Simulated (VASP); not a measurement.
SbW2: relaxation of cell and atoms with AM05

SbW2:

```
Sb W
1.0
     0.00000    3.13301    3.13301
     3.13301    0.00000    3.13301
     3.13301    3.13301    0.00000
Sb W
1 2
Direct
  0.50000 0.50000 0.50000
  0.25000 0.25000 0.25000
  0.75000 0.75000 0.75000
```

The cell was built by a generator and needn't be a form met in nature.

* Program: VASP 6.6.1
* Task: relaxation of cell and atoms
* Functional: AM05
* Potentials or basis: VASP PAW PBE potentials, release 64 (Sb, W_sv)
* Cutoff: 600 eV
* k mesh: 7 × 7 × 7
* Occupations: fermi-dirac, width 0.05 eV
* Spin: no spin polarisation
* Further INCAR settings: ALGO = Fast; EDIFF = 1e-06; IBRION = 2; EDIFFG = -0.02; NSW = 60; ISIF = 3

```
Relaxed volume                         : 19.81 Å³/atom
Relaxed cell                           : a = 4.380 Å, b = 4.380 Å, c = 4.380 Å, α = 60.00°, β = 60.00°, γ = 60.00°
Space group after relaxing (to 0.05 Å) : Fm-3m (No. 225)
Energy gained by relaxing              : 13.8 meV/atom
Ionic steps                            : 3
Pressure after relaxing                : -0.1 GPa
```

Step by step:
| step | energy change (eV) | largest force (eV/Å) | pressure (GPa) | volume (Å³) |
| --- | --- | --- | --- | --- |
| 1 | 0.0000 | 0.0000 | -6.09 | 61.51 |
| 2 | 0.1964 | 0.0000 | 18.16 | 54.83 |
| 3 | -0.0414 | 0.0000 | -0.12 | 59.43 |

Final structure:
```yaml
crystal:
  lattice:
    - [0.00000, 3.09738, 3.09738]
    - [3.09738, 0.00000, 3.09738]
    - [3.09738, 3.09738, 0.00000]
  atoms:
    - { symbol: Sb, position: [0.50000, 0.50000, 0.50000] }
    - { symbol: W, position: [0.25000, 0.25000, 0.25000] }
    - { symbol: W, position: [0.75000, 0.75000, 0.75000] }
```

Levels at points of the mesh, in eV from the Fermi level:
```
           k point  band 14  band 15  band 16  band 17  band 18  band 19  band 20
(0.00, 0.00, 0.00)    -3.16     0.96     1.75     1.76     1.76     3.73     3.73
```

Run time: 58 s on 1 thread of Intel(R) Xeon(R) 6975P-C (Granite Rapids), on a shared host, peak memory 0.22 GiB.

Caveat: the bands computed are all filled at some k points, so no gap is given; the PAW data sets were made with another functional, which shifts forces and pressure a little. The run has no spin-orbit coupling, so splittings on Sb, W are missing.
